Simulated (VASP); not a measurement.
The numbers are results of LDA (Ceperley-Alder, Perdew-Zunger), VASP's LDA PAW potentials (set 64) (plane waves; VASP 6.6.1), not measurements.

A VASP calculation is set up with these files.

File POSCAR:
```
IrRh3
1.0
 -1.9067800000   1.9067800000   3.8194850000
  1.9067800000  -1.9067800000   3.8194850000
  1.9067800000   1.9067800000  -3.8194850000
Ir Rh
1 3
Cart
 -0.0175347489   0.0007055086  -0.0443213039
 -0.0305771241   1.9444732270   1.9018056102
  1.9483325498  -0.0209097495   1.9304441087
  0.0065612300  -0.0174908929   3.8510377656
```

**INCAR**
```
# general
SYSTEM  = IrRh3
PREC    = Accurate
ENCUT   = 300
LREAL   = F
LASPH   = T

# electronic loop
EDIFF   = 1E-6
NELM    = 100
ALGO    = Normal
LMAXMIX = 6

# smearing
ISMEAR  = 0
SIGMA   = 0.136

# ions
ISIF    = 2

# output
LWAVE   = F
LCHARG  = F
```

**KPOINTS**
```
Regular mesh
0
Gamma
10 10 10
```

POTCAR, in this order: Ir Rh_pv (LDA.64 set). Program: vasp_std.

Output

**OSZICAR**
```
       N       E                     dE             d eps       ncg     rms          rms(c)
DAV:   1     0.494790990154E+03    0.49479E+03   -0.24221E+04 36488   0.130E+03
DAV:   2    -0.220393511289E+02   -0.51683E+03   -0.50414E+03 36688   0.474E+02
DAV:   3    -0.384353561584E+02   -0.16396E+02   -0.16067E+02 36752   0.900E+01
DAV:   4    -0.387597220504E+02   -0.32437E+00   -0.32307E+00 35752   0.134E+01
DAV:   5    -0.387680608928E+02   -0.83388E-02   -0.83380E-02 37320   0.204E+00    0.232E+01
DAV:   6    -0.366351438916E+02    0.21329E+01   -0.76491E+00 37536   0.227E+01    0.866E+00
DAV:   7    -0.370370545750E+02   -0.40191E+00   -0.50806E+00 40352   0.197E+01    0.804E+00
DAV:   8    -0.363989391176E+02    0.63812E+00   -0.23803E+00 41192   0.134E+01    0.251E+00
DAV:   9    -0.364010129369E+02   -0.20738E-02   -0.13730E-01 36120   0.423E+00    0.115E+00
DAV:  10    -0.363864356956E+02    0.14577E-01   -0.34838E-02 36216   0.237E+00    0.301E-01
DAV:  11    -0.363856996444E+02    0.73605E-03   -0.56387E-03 37360   0.793E-01    0.971E-02
DAV:  12    -0.363856489359E+02    0.50708E-04   -0.66241E-04 34272   0.302E-01    0.510E-02
DAV:  13    -0.363856456617E+02    0.32742E-05   -0.76644E-05 36440   0.978E-02    0.231E-02
DAV:  14    -0.363856438244E+02    0.18373E-05   -0.10286E-05 34216   0.385E-02    0.524E-03
DAV:  15    -0.363856438732E+02   -0.48772E-07   -0.70985E-07 17288   0.775E-03
   1 F= -.36385644E+02 E0= -.36364425E+02  d E =-.424368E-01
```

### OUTCAR
```
------------------------ aborting loop because EDIFF is reached ----------------------------------------
  FORCE on cell =-STRESS in cart. coord.  units (eV):
  Direction    XX          YY          ZZ          XY          YZ          ZX
  --------------------------------------------------------------------------------------
  Total       -3.6003708     -3.5696413     -3.6742173     -0.2180455     -0.0887517      0.0750722
  in kB     -103.8464939   -102.9601551   -105.9764696     -6.2891474     -2.5598886      2.1653279
  external PRESSURE =    -104.2610395 kB  Pullay stress =       0.0000000 kB
  volume of cell :       55.55
      direct lattice vectors                 reciprocal lattice vectors
    -1.906780000  1.906780000  3.819485000     0.000000000  0.262222176  0.130907701
     1.906780000 -1.906780000  3.819485000     0.262222176  0.000000000  0.130907701
     1.906780000  1.906780000 -3.819485000     0.262222176  0.262222176  0.000000000
 POSITION                                       TOTAL-FORCE (eV/Angst)
 -----------------------------------------------------------------------------------
      1.88925      1.90749      3.77516         0.186253     -0.066729      0.622453
     -0.03058      1.94447      1.90181         0.509509     -0.511383      0.038040
      1.94833     -0.02091      1.93044        -0.557557      0.365095     -0.326929
      1.91334      1.88929      0.03155        -0.138205      0.213018     -0.333564
 -----------------------------------------------------------------------------------
    total drift:                                0.000253      0.000083     -0.000059
  FREE ENERGIE OF THE ION-ELECTRON SYSTEM (eV)
  ---------------------------------------------------
  free  energy   TOTEN  =       -36.3856438732 eV

  energy  without entropy=      -36.3432070447  energy(sigma->0) =      -36.36442546
```
(Selected blocks of OUTCAR.)

At this cut-off the stress carries a Pulay error, which pulls relaxed volumes low.

The structure comes from a computed database's IrRh3 entry; how it stands against other phases isn't given here. The cell was not relaxed at this level, atoms are displaced from their ideal sites.
